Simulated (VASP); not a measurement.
A convergence study with VASP on MoTe2 (2H layered): one setting is varied, all else stays as given below, so the limit is that of these other settings.

```xyz
6
Lattice="1.7600 -3.0484 0.0000 1.7600 3.0484 0.0000 0.0000 0.0000 13.9600" Properties=species:S:1:pos:R:3 pbc="T T T"
Te     1.7600     1.0161    12.2708
Te     1.7600    -1.0161     5.2908
Te     1.7600    -1.0161     1.6892
Te     1.7600     1.0161     8.6692
Mo     1.7600     1.0161     3.4900
Mo     1.7600    -1.0161    10.4700
```

Level of theory: PBE GGA, VASP's PBE PAW potentials (set 64) (plane waves; VASP). The tightest run used: 550 eV cut-off, 16×16×4 Γ-centred mesh, tetrahedra with Blöchl corrections, potentials Te Mo_sv.

Problem. The settings run are 4×4×1 mesh; 5×5×1 mesh; 6×6×2 mesh; 7×7×2 mesh; 8×8×2 mesh; 9×9×2 mesh; 10×10×2 mesh; 11×11×3 mesh; 12×12×3 mesh; 13×13×3 mesh; 14×14×4 mesh; 15×15×4 mesh; 16×16×4 mesh. From which on does the stress (every component) stay within 0.1 GPa of the tightest run?

Solution. From 6×6×2 mesh on: it is off by 0.01 there and by no more than 0.1 in any finer run, while 5×5×1 mesh is off by 0.31.
```tsv
setting	E (eV/atom)	pressure (GPa)	largest force (eV/Å)	irreducible k-points	difference judged (GPa)
4×4×1 mesh	-6.0077	2.91	0.166	4	0.37
5×5×1 mesh	-5.9882	3.15	0.161	5	0.31
6×6×2 mesh	-5.9976	2.95	0.207	14	0.01
7×7×2 mesh	-5.9975	2.95	0.202	16	0.02
8×8×2 mesh	-5.9976	2.95	0.201	20	0.01
9×9×2 mesh	-5.9977	2.95	0.202	24	0.01
10×10×2 mesh	-5.9977	2.95	0.202	28	0.01
11×11×3 mesh	-5.9978	2.94	0.203	32	0.00
12×12×3 mesh	-5.9978	2.94	0.203	38	0.00
13×13×3 mesh	-5.9978	2.94	0.203	42	0.00
14×14×4 mesh	-5.9978	2.94	0.203	72	0.00
15×15×4 mesh	-5.9978	2.94	0.203	81	0.00
16×16×4 mesh	-5.9978	2.94	0.203	90	0.00
```

Left out are rungs that failed or repeat a setting and relaxations that didn't move; long series are thinned to 24 rows.

The compound is MoTe2 in the 2H layered structure. The cell was not relaxed at this level, forces remain on its atoms.
